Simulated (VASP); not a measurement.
Input for VASP

### INCAR
```
ALGO = Normal
EDIFF = 1E-7
ENCUT = 400
GGA = PS
ISIF = 2
ISMEAR = -5
LASPH = .TRUE.
LCHARG = .TRUE.
LEFG = .TRUE.
LMAXMIX = 4
LORBIT = 11
LREAL = Auto
LWAVE = .FALSE.
NEDOS = 601
NELM = 100
PREC = Accurate
SYSTEM = Y5Si3
```

File KPOINTS:
```
Automatic mesh
0
Gamma
5 5 6
0 0 0
```

### POSCAR
```
Y5Si3
1
    8.3719908622    -0.0000000000    -0.0000000000
   -4.1859954311     7.2503568157     0.0000000000
   -0.0000000000    -0.0000000000     6.2844367034
Y Si
10 6
Direct
  1.0000000000   0.7565195819   0.7500000000
  0.0000000000   0.2434804181   0.2500000000
  0.2434804181   1.0000000000   0.2500000000
  0.7565195819   1.0000000000   0.7500000000
  0.2434804181   0.2434804181   0.7500000000
  0.7565195819   0.7565195819   0.2500000000
  0.3333330000   0.6666670000   0.5000000000
  0.6666670000   0.3333330000   0.5000000000
  0.6666670000   0.3333330000   0.0000000000
  0.3333330000   0.6666670000   0.0000000000
  0.3944366448   1.0000000000   0.7500000000
  0.6055633552   1.0000000000   0.2500000000
  0.3944366448   0.3944366448   0.2500000000
  0.6055633552   0.6055633552   0.7500000000
  0.0000000000   0.3944366448   0.7500000000
  0.0000000000   0.6055633552   0.2500000000
```

POTCAR, in this order: Y_sv Si (PBE.64 set). Program: vasp_std.

Question: Write an equivalent input for Ansatz.

Answer: One equivalent input (not run):
Ansatz 0.2 input:
```yaml
crystal:
  lattice:
    - [8.3719909, 0.0000000, 0.0000000]
    - [-4.1859954, 7.2503568, 0.0000000]
    - [0.0000000, 0.0000000, 6.2844367]
  atoms:
    - { symbol: Y, position: [1.0000000, 0.7565196, 0.7500000] }
    - { symbol: Y, position: [0.0000000, 0.2434804, 0.2500000] }
    - { symbol: Y, position: [0.2434804, 1.0000000, 0.2500000] }
    - { symbol: Y, position: [0.7565196, 1.0000000, 0.7500000] }
    - { symbol: Y, position: [0.2434804, 0.2434804, 0.7500000] }
    - { symbol: Y, position: [0.7565196, 0.7565196, 0.2500000] }
    - { symbol: Y, position: [0.3333330, 0.6666670, 0.5000000] }
    - { symbol: Y, position: [0.6666670, 0.3333330, 0.5000000] }
    - { symbol: Y, position: [0.6666670, 0.3333330, 0.0000000] }
    - { symbol: Y, position: [0.3333330, 0.6666670, 0.0000000] }
    - { symbol: Si, position: [0.3944366, 1.0000000, 0.7500000] }
    - { symbol: Si, position: [0.6055634, 1.0000000, 0.2500000] }
    - { symbol: Si, position: [0.3944366, 0.3944366, 0.2500000] }
    - { symbol: Si, position: [0.6055634, 0.6055634, 0.7500000] }
    - { symbol: Si, position: [0.0000000, 0.3944366, 0.7500000] }
    - { symbol: Si, position: [0.0000000, 0.6055634, 0.2500000] }
kpoints:
  mp_grid: { grid: [5, 5, 6] }
hamiltonian:
  xc: pbesol
  pseudopotentials: { kind: paw }
scf:
  occupations: { method: tetrahedron }
  max_iter: 100
output: { forces: true, stress: true, eigenvalues: true }
```
What does not carry over: each code has its own PAW files, so the cut-off isn't converted (ENCUT is set for VASP's; basis.ecutwfc is left out, and Ansatz then takes the one that its files recommend); Ansatz stops its SCF on the density residual and VASP on the energy change (EDIFF); the field gradients of LEFG aren't asked of the other code.

The structure comes from a computed database's Y5Si3 entry (P6_3/mcm); how it stands against other phases isn't given here. It was relaxed first.
